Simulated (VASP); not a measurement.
Input:

```xyz
2
Lattice="0.0000 3.5162 3.5162 3.5162 0.0000 3.5162 3.5162 3.5162 0.0000" Properties=species:S:1:pos:R:3 pbc="T T T"
Hg     0.0000     0.0000     0.0000
Te     1.7581     1.7581     1.7581
```

These are vdW-DF2, VASP's PBE PAW potentials (set 64) (plane waves; VASP 6.6.1) values and carry that method's errors. Run with 520 eV cut-off, 9×9×9 Γ-centred mesh, first-order Methfessel-Paxton smearing of 0.10 eV, potentials Hg Te.

Unless said otherwise, spin-orbit coupling is left out, though it shifts the bands of the heavy elements here.

**Question.** Predict the energy per atom (σ→0), pressure, band gap (on the k-mesh) with the smallest direct gap where there is one.

**Answer.** 
The band gap (on the k-mesh) is none (metal, semimetal or under 0.01 eV). The energy per atom (σ→0) is 0.693 eV/atom and the pressure is -1.31 GPa.

Only differences to runs with the same potentials and settings are physical.

The compound is HgTe in the zinc blende structure. This cell is one point of a volume scan, at 1.06 of the reference volume.
